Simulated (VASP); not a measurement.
## MnPt2 under changes of volume

One of the cells (15.716 Å³/atom); the others are scaled copies at fixed shape and fractional positions:

```
Pt Mn
1.0
     2.87733    0.00000    0.00000
    -1.43867    2.49185    0.00000
     0.00000    0.00000    6.57577
Pt Mn
2 1
Direct
  0.66667 0.33333 0.31621
  0.33333 0.66667 0.68379
  0.00000 0.00000 0.00000
```

The cell comes from a database or a generator and needn't be the stable form of this composition.

```yaml
Program: VASP 6.6.1
Functional: PBE
Potentials_or_basis: VASP PAW PBE potentials, release 64 (Pt, Mn_pv)
Cutoff: 520 eV
k_mesh: 11 × 11 × 4
Occupations: fermi-dirac, width 0.05 eV
Spin: collinear spin, ferromagnetic start
Starting_moments: "[0.0, 0.0, 4.0] μB"
```

```csv
volume (Å³/atom),energy over the lowest point (meV/atom),pressure (GPa),moment (μB per cell),largest force (eV/Å)
14.483,28.69,11.5,4.23,0.162
14.791,10.43,7.1,4.38,0.118
15.099,0.00,3.1,4.48,0.076
15.716,?,?,?,?
16.024,11.24,-7.0,4.66,0.049
16.332,27.02,-9.8,4.69,0.089
```

Question: What does the run at 15.716 Å³/atom give?

Answer: Energy over the lowest point 1.02 meV/atom; pressure -4.0 GPa; moment 4.62 μB per cell; largest force 0.007 eV/Å.

Worked out: A Birch-Murnaghan fit of order 3 (a polynomial in V^(-2/3)) to the other rows has its minimum at 15.38 Å³/atom with B0 = V·E''(V) = 177 GPa and B' = 3.3 at fixed shape and positions, which overstates the stiffness. It gives 1.08 meV/atom at 15.716 Å³/atom, against the run's 1.02, and -dE/dV = -3.7 GPa, against -4.0. A parabola through the other rows of the moment, of slope 0.165 μB per Å³/atom there, gives 4.63 μB, against the run's 4.62.

Energies are extrapolated to zero smearing.
